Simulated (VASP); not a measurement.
# Be2ZnO3 (Imm2) in VASP: notebook

Runs on Be2ZnO3. Level: PBE. Tasks: relaxation of cell and atoms.

Everything below comes from runs of VASP 6.6.1. Logs are shortened: lines on timing, memory, paths and dates and some standing lists are left out, and cuts for length are marked.

## Step 1: Starting point

Symmetry: Imm2, No. 44, orthorhombic system. Conventional cell: a = 2.852 Å, b = 8.662 Å, c = 4.120 Å, α = 90.00°, β = 90.00°, γ = 90.00°. Be (site symmetry m) is surrounded by 4 O at 1.65 to 1.70 Å. Around Zn (site symmetry mm2) lie 4 O at 1.97 to 1.99 Å. O (site symmetry m) is surrounded by 3 Be at 1.66 to 1.70 Å. O (site symmetry mm2) has 2 Be at 1.65 Å as nearest neighbours.

The cell was built by a generator and needn't be a form met in nature.

## Step 2: Relaxation of cell and atoms, PBE

Input file INCAR:

```
SYSTEM = Be2ZnO3
PREC     = Accurate       ! precision mode
ENCUT    = 520            ! plane-wave cutoff, eV
EDIFF    = 1E-6           ! SCF threshold, eV
ISMEAR   = 0              ! smearing method
SIGMA    = 0.03           ! smearing width, eV
LREAL    = .False.        ! projectors in reciprocal space
LASPH    = .True.         ! aspherical terms in the spheres
NELM     = 120            ! most SCF steps
ALGO     = Normal         ! electronic algorithm
ISIF     = 3              ! what is computed and relaxed
LWAVE    = .False.        ! write WAVECAR
LCHARG   = .False.        ! write CHGCAR
GGA      = PE             ! functional
IBRION   = 2              ! ionic algorithm
NSW      = 90             ! ionic steps
EDIFFG   = -0.01          ! ionic threshold
KPAR     = 4
```

Input file KPOINTS:

```
regular mesh
0
Gamma
  10 10 10
  0 0 0
```

Input file POSCAR:

```
Be2ZnO3
1.0
   -1.4260000000      4.3310000000      2.0600000000
    1.4260000000     -4.3310000000      2.0600000000
    1.4260000000      4.3310000000     -2.0600000000
Be Zn O
2 1 3
Direct
    0.3310241900      0.0031553400      0.3278688500
    0.6752864900      0.0031553400      0.6721311500
    0.0063106800      0.0063106800      0.0000000000
    0.4700543400      0.2810679600      0.1889863800
    0.0920815800      0.2810679600      0.8110136200
    0.6754854400      0.1754854400      0.5000000000
```

Potentials or basis: VASP PAW PBE potentials, release 64 (Be, Zn, O).

Command:

```sh
cat potpaw_PBE.64/Be/POTCAR potpaw_PBE.64/Zn/POTCAR potpaw_PBE.64/O/POTCAR > POTCAR
mpirun -np 4 vasp_std > vasp.out
```

OUTCAR:

```text
SYSTEM = Be2ZnO3
   PREC = Accurate
   ENCUT = 520
   EDIFF = 1E-6
   ISMEAR = 0
   LREAL = .False.
   LASPH = .True.
   NELM = 120
   ISIF = 3
   GGA = PE
   IBRION = 2
   NSW = 90
   EDIFFG = -0.01

 ion  position               nearest neighbor table
   1  0.331  0.003  0.328-   6 1.65   4 1.66   5 1.70   5 1.70
   2  0.675  0.003  0.672-   6 1.65   5 1.66   4 1.70   4 1.70
   3  0.006  0.006  0.000-   6 1.97   6 1.97   4 1.99   5 1.99
   4  0.470  0.281  0.189-   1 1.66   2 1.70   2 1.70   3 1.99
   5  0.092  0.281  0.811-   2 1.66   1 1.70   1 1.70   3 1.99
   6  0.675  0.175  0.500-   1 1.65   2 1.65   3 1.97   3 1.97

  LATTYP: Found a body centered orthorhombic cell.
 ALAT       =     2.8520000000
 B/A-ratio  =     1.4446002805
 C/A-ratio  =     3.0371669004

  Lattice vectors:

 A1 = (  -1.4260000000,   4.3310000000,  -2.0600000000)
 A2 = (   1.4260000000,   4.3310000000,   2.0600000000)
 A3 = (   1.4260000000,  -4.3310000000,  -2.0600000000)

Analysis of symmetry for initial positions (statically):
=====================================================================
 Subroutine PRICEL returns:
 Original cell was already a primitive cell.

 Routine SETGRP: Setting up the symmetry group for a
 body centered orthorhombic supercell.

 Subroutine GETGRP returns: Found  4 space group operations
 (whereof  4 operations were pure point group operations)
 out of a pool of  8 trial point group operations.

The static configuration has the point symmetry C_2v.

Analysis of symmetry for dynamics (positions and initial velocities):
=====================================================================
 Subroutine PRICEL returns:
 Original cell was already a primitive cell.

 Routine SETGRP: Setting up the symmetry group for a
 body centered orthorhombic supercell.

 Subroutine GETGRP returns: Found  4 space group operations
 (whereof  4 operations were pure point group operations)
 out of a pool of  8 trial point group operations.

The dynamic configuration has the point symmetry C_2v.

 Subroutine INISYM returns: Found  4 space group operations
 (whereof  4 operations are pure point group operations),
 and found     1 'primitive' translations

----------------------------------------------------------------------------------------

                                     Primitive cell

  volume of cell :      50.8903

  direct lattice vectors                    reciprocal lattice vectors
    -1.426000000  4.331000000  2.060000000     0.000000000  0.115446779  0.242718447
     1.426000000 -4.331000000  2.060000000     0.350631136  0.000000000  0.242718447
     1.426000000  4.331000000 -2.060000000     0.350631136  0.115446779  0.000000000

  length of vectors
     5.003462501  5.003462501  5.003462501     0.268775377  0.426443945  0.369147873

  position of ions in fractional coordinates (direct lattice)
     0.331024190  0.003155340  0.327868850
     0.675286490  0.003155340  0.672131150
     0.006310680  0.006310680  0.000000000
     0.470054340  0.281067960  0.188986380
     0.092081580  0.281067960  0.811013620
     0.675485440  0.175485440  0.500000000

  ion indices of the primitive-cell ions
   primitive index   ion index
                 1           1
                 2           2
                 3           3
                 4           4
                 5           5
                 6           6

----------------------------------------------------------------------------------------

 KPOINTS: regular mesh

Automatic generation of k-mesh.
 Grid dimensions read from file:
 generate k-points for:   10   10   10

 Generating k-lattice:

  Cartesian coordinates                     Fractional coordinates (reciprocal lattice)
     0.000000000  0.011544678  0.024271845     0.100000000  0.000000000  0.000000000
     0.035063114  0.000000000  0.024271845     0.000000000  0.100000000 -0.000000000
     0.035063114  0.011544678  0.000000000     0.000000000 -0.000000000  0.100000000

  Length of vectors
     0.026877538  0.042644394  0.036914787

  Shift w.r.t. Gamma in fractional coordinates (k-lattice)
     0.000000000  0.000000000  0.000000000

 Subroutine IBZKPT returns following result:
 ===========================================

 Found    171 irreducible k-points:

 Following reciprocal coordinates:
            Coordinates               Weight
  0.000000  0.000000  0.000000      1.000000
  0.100000 -0.000000  0.000000      4.000000
  0.200000 -0.000000  0.000000      4.000000
  0.300000  0.000000  0.000000      4.000000
  0.400000 -0.000000  0.000000      4.000000
  0.500000 -0.000000  0.000000      2.000000
[... 16 lines left out ...]
 -0.400000  0.200000 -0.000000      8.000000
 -0.300000  0.200000 -0.000000      8.000000
 [... further k-points ...]
   k-points           NKPTS =    171   k-points in BZ     NKDIM =    171   number of bands    NBANDS=     21
   number of dos      NEDOS =    301   number of ions     NIONS =      6
   total plane-waves  NPLWV =  64000
   dimension x,y,z NGX =    40 NGY =   40 NGZ =   40
   dimension x,y,z NGXF=    80 NGYF=   80 NGZF=   80
   ions per type =               2   1   3
   NGX,Y,Z   is equivalent  to a cutoff of  13.29, 13.29, 13.29 a.u.
   NGXF,Y,Z  is equivalent  to a cutoff of  26.58, 26.58, 26.58 a.u.
 SYSTEM =  Be2ZnO3
   PREC   = accura    normal or accurate (medium, high low for compatibility)
   ISTART =      0    job   : 0-new  1-cont  2-samecut
   ICHARG =      2    charge: 1-file 2-atom 10-const
   ISPIN  =      1    spin polarized calculation?
   LNONCOLLINEAR =      F non collinear calculations
   LSORBIT =      F    spin-orbit coupling
   LASPH  =      T    aspherical Exc in radial PAW
   ENCUT  =  520.0 eV  38.22 Ry    6.18 a.u.   9.30  9.30  9.30*2*pi/ulx,y,z
   NELM   =    120;   NELMIN=  2; NELMDL= -5     # of ELM steps
   EDIFF  = 0.1E-05   stopping-criterion for ELM
   LREAL  =      F    real-space projection
   EDIFFG = -.1E-01   stopping-criterion for IOM
   NSW    =     90    number of steps for IOM
   IBRION =      2    ionic relax: 0-MD 1-quasi-New 2-CG
   NFREE  =      1    steps in history (QN), initial steepest desc. (CG)
   ISIF   =      3    stress and relaxation
   ISYM   =      2    0-nonsym 1-usesym 2-fastsym
   POTIM  = 0.5000    time-step for ionic-motion
   TEBEG  =    0.0;   TEEND  =   0.0 temperature during run
   PSTRESS=    0.0 pullay stress
   NELECT =      34.0000    total number of electrons
   NUPDOWN=      -1.0000    fix difference up-down
   EMIN   =  10.00;   EMAX   =-10.00  energy-range for DOS
   EFERMI =   0.00;   METHOD = LEGACY
   ISMEAR =     0;   SIGMA  =   0.03  broadening in eV -4-tet -1-fermi 0-gaus
   EFERMI_NEDOS =   21; number of points for ismear=-14 and -15
   IALGO  =     38    algorithm
   IMIX   =      4    mixing-type and parameters
     AMIX     =   0.40;   BMIX     =  1.00
     AMIX_MAG =   1.60;   BMIX_MAG =  1.00
  volume/ion in A,a.u.               =       8.48        57.24
  Fermi-wavevector in a.u.,A,eV,Ry     =   1.431164  2.704508 27.867878  2.048231
  Thomas-Fermi vector in A             =   2.550931
   LORBIT       =      0    0 simple, 1 ext, 2 COOP (PROOUT), +10 PAW based schemes
   GGA     = PE    functional components
   LHFCALC =     F    Hartree Fock is set to
   AEXX    =    0.0000 exact exchange contribution
   IVDW    =     0    specifies the selected vdW correction
   LEPSILON=     F    determine dielectric tensor
   LRPA    =     F    only Hartree local field effects (RPA)
 conjugate gradient relaxation of ions
 non-spin polarized calculation
 Gauss-broadening in eV      SIGMA  =   0.03
  energy-cutoff  :      520.00
  volume of cell :       50.89
 maximum number of plane-waves:      1391
 NGX is ok and might be reduce to    40
   NGX = 19   NGY = 19   NGZ = 19

--------------------------------------- Ionic step        1  -------------------------------------------

 number of electron      34.0000001 magnetization

 Free energy of the ion-electron system (eV)
  ---------------------------------------------------
  ext. energy  EPLUGINS =         0.00000000
  ---------------------------------------------------
  free energy    TOTEN  =       -37.01780802 eV

  energy without entropy =      -37.01780802  energy(sigma->0) =      -37.01780802

------------------------ aborting loop because EDIFF is reached ----------------------------------------

  FORCE on cell =-STRESS in cart. coord.  units (eV):
  Direction    XX          YY          ZZ          XY          YZ          ZX
  --------------------------------------------------------------------------------------
  -------------------------------------------------------------------------------------
  Total       -0.0793540      0.0524388      0.2945540      0.0000000      0.0000000      0.0000000
  in kB       -2.4982989      1.6509286      9.2734325      0.0000000      0.0000000      0.0000000
  external PRESSURE =       2.8086874 kB  Pullay stress =       0.0000000 kB
[... 225 lines left out ...]
  energy  without entropy=      -37.0195899324  energy(sigma->0) =      -37.01958993

--------------------------------------- Ionic step        7  -------------------------------------------

 number of electron      33.9999999 magnetization

 Free energy of the ion-electron system (eV)
  ---------------------------------------------------
  ext. energy  EPLUGINS =         0.00000000
  ---------------------------------------------------
  free energy    TOTEN  =       -37.01962477 eV

  energy without entropy =      -37.01962477  energy(sigma->0) =      -37.01962477

 E-fermi :   2.9829     XC(G=0): -11.2353

 val. band max:        2.8318167636   @ k =   0.5000   0.5000   0.5000
 cond. band min:       5.9788306634   @ k =   0.0000   0.0000   0.0000
 fundamental gap:      3.1470138998
 Fermi energy:         2.9829265988

 k-point     1 :       0.0000    0.0000    0.0000
  band No.  band energies     occupation
      1     -15.8060      2.00000
      2     -14.2051      2.00000
      3     -14.0856      2.00000
      4      -2.9433      2.00000
      5      -2.6571      2.00000
      6      -2.1243      2.00000
[... 550 lines left out ...]
      5      -2.5446      2.00000
      6      -2.2960      2.00000
[... 13 lines left out ...]
     20      11.6768      0.00000
     21      14.5369      0.00000

 [... further k-points ...]
[... 5 lines left out ...]
  --------------------------------------------------------------------------------------
  -------------------------------------------------------------------------------------
  Total        0.0189695     -0.0057922      0.0229340      0.0000000      0.0000000      0.0000000
  in kB        0.5968677     -0.1822507      0.7216100      0.0000000      0.0000000      0.0000000
  external PRESSURE =       0.3787423 kB  Pullay stress =       0.0000000 kB
[... 21 lines left out ...]
  FREE ENERGIE OF THE ION-ELECTRON SYSTEM (eV)
  ---------------------------------------------------
  free  energy   TOTEN  =       -37.0196247736 eV

  energy  without entropy=      -37.0196247736  energy(sigma->0) =      -37.01962477

 reached required accuracy - stopping structural energy minimisation
```

It took 2.7 min on 4 MPI ranks of Intel Xeon Platinum 8488C (Sapphire Rapids), shared host; peak memory 0.37 GiB.

Results:

```yaml
Free_energy: -37.0196 eV
Relaxed_volume: 8.49 Å³/atom
Relaxed_cell: a = 5.005 Å, b = 5.005 Å, c = 5.005 Å, α = 147.03°, β = 60.20°, γ = 131.15°
Space_group_after_relaxing_to_0.05_Å: Imm2 (No. 44)
Energy_gained_by_relaxing: 0.3 meV/atom
Ionic_steps: 7
Pressure_after_relaxing: 0.0 GPa
Largest_force_after_relaxing: 0.006 eV/Å
Band_gap_on_the_k_mesh: 3.15 eV, indirect (least direct gap 3.17 eV)
```

Forces on the atoms (eV/Å):
```
Be   0.000  0.000  0.002
Be   0.000  0.000  0.002
Zn   0.000  0.000 -0.006
O    0.000  0.004  0.000
O    0.000 -0.004  0.000
O    0.000  0.000  0.002
```

Stress tensor (GPa, compression positive):
```
 0.06  0.00  0.00
 0.00 -0.02  0.00
 0.00  0.00  0.07
```

Step by step:
| step | energy change (eV) | largest force (eV/Å) | pressure (GPa) | volume (Å³) |
| --- | --- | --- | --- | --- |
| 1 | 0.0000 | 0.0803 | 0.28 | 50.89 |
| 2 | -0.0013 | 0.0285 | -0.21 | 51.00 |
| 3 | -0.0014 | 0.0382 | -0.34 | 51.04 |
| 4 | -0.0018 | 0.0181 | 0.07 | 50.93 |
| 5 | -0.0018 | 0.0188 | 0.06 | 50.92 |
| 6 | -0.0018 | 0.0199 | 0.07 | 50.90 |
| 7 | -0.0018 | 0.0062 | 0.04 | 50.92 |

Final structure:
```xyz
6
Lattice="-1.4205 4.3303 2.0696 1.4205 -4.3303 2.0696 1.4205 4.3303 -2.0696" Properties=species:S:1:pos:R:3 pbc="T T T"
Be    0.0000    2.8444    0.0141
Be    0.0000    5.8163    0.0141
Zn    0.0000    0.0000    0.0341
O     0.0000    1.6389    1.1588
O     1.4205    2.6914   -0.9107
O     0.0000    4.3303    0.7253
```

Levels at points of the mesh, in eV from the valence-band top:
| k point | band 15 | band 16 | band 17 | band 18 | band 19 | band 20 |
| --- | --- | --- | --- | --- | --- | --- |
| (0.00, 0.00, 0.00) | -0.60 | -0.49 | -0.02 | 3.15 | 8.57 | 9.21 |
| (0.50, 0.00, 0.00) | -1.48 | -0.80 | -0.17 | 5.52 | 7.41 | 9.27 |
| (0.00, 0.50, 0.00) | -2.12 | -1.06 | -0.95 | 7.03 | 8.27 | 9.19 |
| (0.50, 0.50, 0.00) | -1.98 | -1.63 | -1.39 | 5.41 | 7.73 | 7.97 |
| (0.50, 0.50, 0.50) | -1.15 | -1.00 | 0.00 | 4.92 | 6.98 | 7.01 |

## Step 3: Relaxation of cell and atoms, PBE

Changes to INCAR since step 2:

```diff
@@ -3,3 +3,3 @@
 ENCUT    = 520            ! plane-wave cutoff, eV
-EDIFF    = 1E-6           ! SCF threshold, eV
+EDIFF    = 1E-7           ! SCF threshold, eV
 ISMEAR   = 0              ! smearing method
@@ -15,4 +15,5 @@
 IBRION   = 2              ! ionic algorithm
-NSW      = 90             ! ionic steps
-EDIFFG   = -0.01          ! ionic threshold
+NSW      = 60             ! ionic steps
+EDIFFG   = -0.005         ! ionic threshold
+POTIM    = 0.3            ! step
 KPAR     = 4
```

KPOINTS is that of step 2.

Input file POSCAR:

```
Be2ZnO3                                 
1.0
   -1.4204508981      4.3303427131      2.0695656449
    1.4204508981     -4.3303427131      2.0695656449
    1.4204508981      4.3303427131     -2.0695656449
  Be              Zn              O             
     2     1     3
Direct
     0.3318444864966941    0.0034168266253550    0.3284276598713392
     0.6749891667540158    0.0034168266253550    0.6715723401286611
     0.0082332830820564    0.0082332830820564    0.0000000000000000
     0.4692016409132956    0.2799674381495114    0.1892342027637914
     0.0907332353857200    0.2799674381495114    0.8107657972362086
     0.6752409073682136    0.1752409073682137    0.5000000000000000
```

Potentials or basis: VASP PAW PBE potentials, release 64 (Be, Zn, O).

Command:

```sh
cat potpaw_PBE.64/Be/POTCAR potpaw_PBE.64/Zn/POTCAR potpaw_PBE.64/O/POTCAR > POTCAR
mpirun -np 4 vasp_std > vasp.out
```

Run time: 78 s. Hardware: 4 MPI ranks of Intel Xeon Platinum 8488C (Sapphire Rapids), shared host; peak memory 0.36 GiB.

The run converged. Its results:

- Free energy: -37.0197 eV
- Relaxed volume: 8.49 Å³/atom
- Relaxed cell: a = 5.005 Å, b = 5.005 Å, c = 5.005 Å, α = 147.02°, β = 60.21°, γ = 131.15°
- Space group after relaxing (to 0.05 Å): Imm2 (No. 44)
- Energy gained by relaxing: 0.0 meV/atom
- Ionic steps: 2
- Pressure after relaxing: 0.0 GPa
- Largest force after relaxing: 0.004 eV/Å
- Band gap on the k mesh: 3.15 eV, indirect (least direct gap 3.17 eV)

Forces in eV/Å, atoms in the order of the input:
```
Be   0.000  0.000  0.001
Be   0.000  0.000  0.001
Zn   0.000  0.000 -0.004
O    0.000  0.001  0.001
O    0.000 -0.001  0.001
O    0.000  0.000  0.001
```

Final structure:
```
CELL_PARAMETERS angstrom
-1.42057 4.33022 2.06980
1.42057 -4.33022 2.06980
1.42057 4.33022 -2.06980
ATOMIC_POSITIONS crystal
Be 0.33186 0.00343 0.32843
Be 0.67500 0.00343 0.67157
Zn 0.00819 0.00819 0.00000
O 0.46922 0.27997 0.18925
O 0.09072 0.27997 0.81075
O 0.67525 0.17525 0.50000
```

Levels at points of the mesh, in eV from the valence-band top:
```tsv
k point	band 13	band 14	band 15	band 16	band 17	band 18	band 19	band 20	band 21
(0.00, 0.00, 0.00)	-2.43	-1.62	-0.59	-0.49	-0.02	3.15	8.57	9.21	10.99
(0.50, 0.00, 0.00)	-1.99	-1.87	-1.48	-0.79	-0.17	5.52	7.41	9.27	10.27
(0.00, 0.50, 0.00)	-2.68	-2.49	-2.11	-1.06	-0.95	7.03	8.27	9.19	10.51
(0.50, 0.50, 0.00)	-2.97	-2.55	-1.98	-1.63	-1.39	5.41	7.73	7.97	10.72
(0.50, 0.50, 0.50)	-2.33	-2.20	-1.15	-1.00	0.00	4.92	6.98	7.01	12.48
```

A k mesh can miss the band edges.
